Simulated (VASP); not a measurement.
Calculation: G0W0 on PBE orbitals, VASP's PBE PAW potentials (set 64) (plane waves; VASP).

A VASP calculation is set up with these files.

**KPOINTS**
```
Automatic mesh
0
G
  4 4 4
0 0 0
```

**INCAR**
```
! general
SYSTEM     =ZnSe
PREC       =Normal
ENCUT      =500   ! plane-wave cut-off (eV)
LREAL      =.FALSE.   ! projection in real space or not
LASPH      =.TRUE.   ! aspherical one-centre terms
NBANDS     =160

! electronic loop
ALGO       =EVGW0

! smearing
ISMEAR     =0
SIGMA      =0.01   ! width (eV)

! functional
GGA        =PE

! output
LWAVE      =.FALSE.
LCHARG     =.FALSE.

! other
NELMGW     =1
NOMEGA     =64
ENCUTGW    =200
NBANDSGW   =21
LSPECTRALGW=.TRUE.
```

POSCAR:
```
ZnSe
1
    0.0000000000     2.8350000000     2.8350000000
    2.8350000000     0.0000000000     2.8350000000
    2.8350000000     2.8350000000     0.0000000000
Zn Se
1 1
Direct
  0.0000000000   0.0000000000   0.0000000000
  0.2500000000   0.2500000000   0.2500000000
```

POTCAR, in this order: Zn_sv_GW Se_GW (PBE.64 set). Program: vasp_std. Read from the step before: WAVECAR, WAVEDER.

Output of the run:

**OUTCAR**
```
 ion  position               nearest neighbor table
   1  0.000  0.000  0.000-   2 2.46   2 2.46   2 2.46   2 2.46
   2  0.250  0.250  0.250-   1 2.46   1 2.46   1 2.46   1 2.46
  LATTYP: Found a face centered cubic cell.
 ALAT       =     5.6700000000
 Subroutine PRICEL returns:
 Original cell was already a primitive cell.
 Subroutine GETGRP returns: Found 24 space group operations
The static configuration has the point symmetry T_d .
The dynamic configuration has the point symmetry T_d .
 Subroutine INISYM returns: Found 24 space group operations
 Subroutine IBZKPT returns following result:
 Found      8 irreducible k-points:

 Following reciprocal coordinates:
            Coordinates               Weight
  0.000000  0.000000  0.000000      1.000000
  0.250000  0.000000  0.000000      8.000000
  0.500000  0.000000  0.000000      4.000000
  0.250000  0.250000  0.000000      6.000000
  0.500000  0.250000  0.000000     24.000000
 -0.250000  0.250000  0.000000     12.000000
  0.500000  0.500000  0.000000      3.000000
 -0.250000  0.500000  0.250000      6.000000
 Subroutine IBZKPT_HF returns following result:
   k-points           NKPTS =      8   k-points in BZ     NKDIM =     64   number of bands    NBANDS=    160
   number of dos      NEDOS =    301   number of ions     NIONS =      2
   total plane-waves  NPLWV =  13824
   dimension x,y,z NGX =    24 NGY =   24 NGZ =   24
   dimension x,y,z NGXF=    48 NGYF=   48 NGZF=   48
   ions per type =               1   1
   PREC   = normal    normal or accurate (medium, high low for compatibility)
   ISTART =      1    job   : 0-new  1-cont  2-samecut
   ICHARG =      0    charge: 1-file 2-atom 10-const
   ISPIN  =      1    spin polarized calculation?
   LNONCOLLINEAR =      F non collinear calculations
   LSORBIT =      F    spin-orbit coupling
   INIWAV =      1    electr: 0-lowe 1-rand  2-diag
   ENCUT  =  500.0 eV  36.75 Ry    6.06 a.u.   7.31  7.31  7.31*2*pi/ulx,y,z
   NELM   =     60;   NELMIN=  2; NELMDL=  0     # of ELM steps
...
```

### OSZICAR
```
energies w=
    0.000    0.000    1.341    0.000    2.680    0.000    4.012    0.000
    5.337    0.000    6.651    0.000    7.952    0.000    9.239    0.000
   10.511    0.000   11.767    0.000   13.006    0.000   14.228    0.000
   15.434    0.000   16.625    0.000   17.800    0.000   18.962    0.000
   20.111    0.000   21.249    0.000   22.378    0.000   23.500    0.000
   24.616    0.000   25.728    0.000   26.840    0.000   27.953    0.000
   29.069    0.000   30.192    0.000   31.324    0.000   32.467    0.000
   33.625    0.000   34.802    0.000   36.001    0.000   37.225    0.000
   38.479    0.000   39.768    0.000   41.096    0.000   42.470    0.000
   43.895    0.000   45.378    0.000   46.928    0.000   48.553    0.000
   50.263    0.000   52.071    0.000   53.989    0.000   56.034    0.000
   58.224    0.000   60.580    0.000   63.129    0.000   65.901    0.000
   68.932    0.000   72.269    0.000   75.968    0.000   80.096    0.000
   84.741    0.000   90.014    0.000   96.057    0.000  103.062    0.000
  111.282    0.000  121.067    0.000  132.913    0.000  147.546    0.000
  166.073    0.000  190.266    0.000  223.155    0.000  270.385    0.000
NQ=   1    0.0000    0.0000    0.0000,
 performed        298000 updates of chi_q(r,r)
NQ=   2    0.2500    0.0000    0.0000,
 performed        784000 updates of chi_q(r,r)
NQ=   3    0.5000    0.0000    0.0000,
 performed       1216000 updates of chi_q(r,r)
NQ=   4    0.2500    0.2500    0.0000,
 performed       1702000 updates of chi_q(r,r)
NQ=   5    0.5000    0.2500    0.0000,
 performed       2336000 updates of chi_q(r,r)
NQ=   6   -0.2500    0.2500    0.0000,
 performed       2916000 updates of chi_q(r,r)
NQ=   7    0.5000    0.5000    0.0000,
 performed       3308000 updates of chi_q(r,r)
NQ=   8   -0.2500    0.5000    0.2500,
 performed       3781000 updates of chi_q(r,r)
 resolving degeneracies of screened two electron integrals
```

**OUTCAR**
```


 k-point   1 :       0.0000    0.0000    0.0000
  band No.  KS-energies  QP-energies   sigma(KS)   V_xc(KS)     V^pw_x(r,r')   Z            occupation Imag(sigma)

      1    -122.6235    -133.0686     -54.0274     -38.6748     -68.8772       0.6803       2.0000       2.5419
      2     -76.8135     -83.6880     -47.5146     -37.6072     -61.3263       0.6939       2.0000       2.6024
      3     -76.8135     -83.6880     -47.5146     -37.6072     -61.3263       0.6939       2.0000       2.6024
      4     -76.8135     -83.6880     -47.5146     -37.6072     -61.3263       0.6939       2.0000       2.6024
      5     -10.6554     -11.8950     -14.1267     -12.4453     -19.9785       0.7373       2.0000       1.9617
      6      -3.9649      -5.8070     -32.0238     -29.4282     -40.6063       0.7097       2.0000       0.9905
      7      -3.9649      -5.8070     -32.0238     -29.4282     -40.6063       0.7097       2.0000       0.9905
      8      -3.9649      -5.8070     -32.0238     -29.4282     -40.6063       0.7097       2.0000       0.9905
      9      -3.5987      -5.4861     -33.8632     -31.2076     -42.7679       0.7107       2.0000       0.9458
     10      -3.5987      -5.4861     -33.8632     -31.2076     -42.7679       0.7107       2.0000       0.9458
     11       2.5947       1.6611     -16.1172     -14.9303     -18.0266       0.7865       2.0000       0.3775
     12       2.5947       1.6611     -16.1172     -14.9303     -18.0266       0.7865       2.0000       0.3775
     13       2.5947       1.6611     -16.1172     -14.9303     -18.0266       0.7865       2.0000       0.3775
     14       3.8495       4.3634     -10.4418     -11.0751      -6.7834       0.8115       0.0000      -0.3547
     15       8.3731       8.8612      -9.8122     -10.4174      -5.6988       0.8064       0.0000      -0.4908
     16       8.3731       8.8612      -9.8122     -10.4174      -5.6988       0.8064       0.0000      -0.4908
     17       8.3731       8.8612      -9.8122     -10.4174      -5.6988       0.8064       0.0000      -0.4908
     18      12.4961      12.9612      -8.4211      -8.9925      -3.4160       0.8140       0.0000      -0.7841
     19      14.0227      14.6046     -10.2563     -10.9767      -5.6803       0.8077       0.0000      -0.7265
     20      14.0227      14.6046     -10.2563     -10.9767      -5.6803       0.8077       0.0000      -0.7265
     21      15.6189      15.9088      -7.5654      -7.9178      -2.5974       0.8227       0.0000      -0.9796

 k-point   2 :       0.2500    0.0000    0.0000
  band No.  KS-energies  QP-energies   sigma(KS)   V_xc(KS)     V^pw_x(r,r')   Z            occupation Imag(sigma)

      1    -122.6235    -133.0967     -54.0274     -38.6748     -68.8773       0.6822       2.0000       2.5421
      2     -76.8137     -83.6023     -47.5143     -37.6071     -61.3258       0.6852       2.0000       2.6021
      3     -76.8137     -83.6023     -47.5143     -37.6071     -61.3258       0.6852       2.0000       2.6021
      4     -76.8137     -83.6023     -47.5143     -37.6071     -61.3258       0.6852       2.0000       2.6021
      5     -10.2920     -11.5042     -14.3698     -12.7272     -20.1310       0.7380       2.0000       1.8864
      6      -3.9149      -5.7619     -32.2305     -29.6306     -40.8464       0.7104       2.0000       0.9863
      7      -3.9149      -5.7619     -32.2305     -29.6306     -40.8464       0.7104       2.0000       0.9863
      8      -3.9028      -5.7222     -30.9220     -28.3777     -39.1825       0.7151       2.0000       0.9828
      9      -3.5986      -5.4910     -33.8556     -31.2012     -42.7647       0.7129       2.0000       0.9476
     10      -3.5986      -5.4910     -33.8556     -31.2012     -42.7647       0.7129       2.0000       0.9476
     11      -0.4604      -1.5561     -15.8644     -14.4579     -18.5372       0.7791       2.0000       0.5537
     12       2.1168       1.1493     -15.5858     -14.3553     -17.5137       0.7862       2.0000       0.3970
     13       2.1168       1.1493     -15.5858     -14.3553     -17.5137       0.7862       2.0000       0.3970
     14       5.3121       5.8243     -10.4629     -11.0976      -6.6807       0.8069       0.0000      -0.3911
     15       9.0050       9.5122      -9.9530     -10.5836      -5.7462       0.8043       0.0000      -0.5261
     16       9.0050       9.5122      -9.9530     -10.5836      -5.7462       0.8043       0.0000      -0.5261
     17       9.1395       9.6026     -10.0646     -10.6406      -5.8155       0.8040       0.0000      -0.5520
     18      13.0056      13.4588      -9.4565     -10.0155      -4.9774       0.8108       0.0000      -0.6954
     19      13.0056      13.4588      -9.4565     -10.0155      -4.9774       0.8108       0.0000      -0.6954
     20      13.2849      13.5493      -7.4555      -7.7789      -2.6711       0.8176       0.0000      -0.7889
     21      16.5386      17.1191      -8.8721      -9.5825      -3.6001       0.8172       0.0000      -1.0375

 k-point   3 :       0.5000    0.0000    0.0000
  band No.  KS-energies  QP-energies   sigma(KS)   V_xc(KS)     V^pw_x(r,r')   Z            occupation Imag(sigma)

      1    -122.6234    -133.1424     -54.0273     -38.6748     -68.8773       0.6852       2.0000       2.5422
      2     -76.8137     -83.5787     -47.5141     -37.6070     -61.3253       0.6828       2.0000       2.6018
      3     -76.8137     -83.5787     -47.5141     -37.6070     -61.3253       0.6828       2.0000       2.6018
      4     -76.8137     -83.5787     -47.5141     -37.6070     -61.3253       0.6828       2.0000       2.6018
      5      -9.8631     -11.0378     -14.7757     -13.1832     -20.4518       0.7377       2.0000       1.7925
      6      -3.8784      -5.7315     -32.3794     -29.7752     -41.0172       0.7116       2.0000       0.9819
      7      -3.8784      -5.7315     -32.3794     -29.7752     -41.0172       0.7116       2.0000       0.9819
      8      -3.5802      -5.4731     -33.9575     -31.3032     -42.8943       0.7132       2.0000       0.9500
      9      -3.5802      -5.4731     -33.9575     -31.3032     -42.8943       0.7132       2.0000       0.9500
     10      -3.4394      -5.3158     -33.5994     -30.9826     -42.4424       0.7170       2.0000       0.9606
     11      -2.6400      -3.8716     -12.5612     -10.9780     -15.2432       0.7779       2.0000       0.7785
     12       1.7250       0.7254     -15.1638     -13.8905     -17.1285       0.7851       2.0000       0.4185
     13       1.7250       0.7254     -15.1638     -13.8905     -17.1285       0.7851       2.0000       0.4185
     14       5.1084       5.6058     -10.4297     -11.0442      -6.7096       0.8095       0.0000      -0.3837
     15       8.9542       9.4083      -9.7821     -10.3449      -5.6973       0.8070       0.0000      -0.5154
     16       8.9542       9.4083      -9.7821     -10.3449      -5.6973       0.8070       0.0000      -0.5154
     17      11.1504      11.4583      -8.6313      -9.0135      -4.0055       0.8056       0.0000      -0.7216
     18      13.5407      14.0136      -8.5453      -9.1274      -3.4979       0.8124       0.0000      -0.8509
     19      15.6541      16.3017      -9.5947     -10.3936      -4.4340       0.8106       0.0000      -0.9363
     20      15.6541      16.3017      -9.5947     -10.3936      -4.4340       0.8106       0.0000      -0.9363
     21      16.7494      17.6061      -9.9222     -10.9719      -4.5233       0.8161       0.0000      -1.0857

 k-point   4 :       0.2500    0.2500    0.0000
  band No.  KS-energies  QP-energies   sigma(KS)   V_xc(KS)     V^pw_x(r,r')   Z            occupation Imag(sigma)

      1    -122.6235    -133.0571     -54.0274     -38.6748     -68.8774       0.6796       2.0000       2.5421
      2     -76.8139     -83.5712     -47.5141     -37.6070     -61.3256       0.6821       2.0000       2.6020
      3     -76.8139     -83.5712     -47.5141     -37.6070     -61.3256       0.6821       2.0000       2.6020
      4     -76.8139     -83.5712     -47.5141     -37.6070     -61.3256       0.6821       2.0000       2.6020
      5     -10.1699     -11.3740     -14.4563     -12.8266     -20.1884       0.7388       2.0000       1.8617
      6      -3.9754      -5.7814     -30.3763     -27.8490     -38.5124       0.7146       2.0000       0.9865
      7      -3.8549      -5.7119     -32.4716     -29.8673     -41.1295       0.7131       2.0000       0.9829
      8      -3.8549      -5.7119     -32.4716     -29.8673     -41.1295       0.7131       2.0000       0.9829
      9      -3.6242      -5.5060     -33.6194     -30.9730     -42.4834       0.7111       2.0000       0.9511
     10      -3.5751      -5.4705     -33.9647     -31.3086     -42.8935       0.7136       2.0000       0.9461
     11      -0.2948      -1.3477     -16.6727     -15.3190     -19.3872       0.7778       2.0000       0.5376
     12       1.3426       0.3196     -14.8672     -13.5625     -16.8845       0.7841       2.0000       0.4357
     13       1.3426       0.3196     -14.8672     -13.5625     -16.8845       0.7841       2.0000       0.4357
     14       6.4931       7.0143     -10.7979     -11.4461      -6.9426       0.8043       0.0000      -0.4265
     15       6.6009       6.9323      -9.4476      -9.8564      -5.6689       0.8107       0.0000      -0.4315
     16      10.5938      11.1868     -10.3764     -11.1165      -5.8267       0.8012       0.0000      -0.6335
     17      10.5938      11.1868     -10.3764     -11.1165      -5.8267       0.8012       0.0000      -0.6335
     18      10.8369      11.1820      -9.1247      -9.5492      -4.9225       0.8128       0.0000      -0.5948
     19      14.8764      15.4783      -9.9239     -10.6669      -5.1372       0.8101       0.0000      -0.7934
     20      16.3481      16.9946      -9.1038      -9.8946      -3.7460       0.8174       0.0000      -1.0423
     21      17.8087      18.2224      -7.8226      -8.3236      -2.7464       0.8258       0.0000      -1.0822

 k-point   5 :       0.5000    0.2500    0.0000
  band No.  KS-energies  QP-energies   sigma(KS)   V_xc(KS)     V^pw_x(r,r')   Z            occupation Imag(sigma)

      1    -122.6234    -133.2212     -54.0272     -38.6748     -68.8772       0.6903       2.0000       2.5422
      2     -76.8136     -83.6822     -47.5141     -37.6070     -61.3252       0.6933       2.0000       2.6017
      3     -76.8136     -83.6822     -47.5141     -37.6070     -61.3252       0.6933       2.0000       2.6017
      4     -76.8136     -83.6822     -47.5141     -37.6070     -61.3252       0.6933       2.0000       2.6017
      5      -9.7373     -10.9075     -14.8858     -13.3054     -20.5389       0.7405       2.0000       1.7680
...
```
(Selected blocks of OUTCAR.)

The mesh is coarse and the basis finite, so the quasiparticle values are not converged. VASP warned that its frequency grid is unfit for quasiparticle energies.

The compound is ZnSe in the zinc blende structure. The cell was not relaxed at this level. The k-mesh is coarse (spacing up to 0.48 per Å, 2π included), so the numbers may not be converged in it.
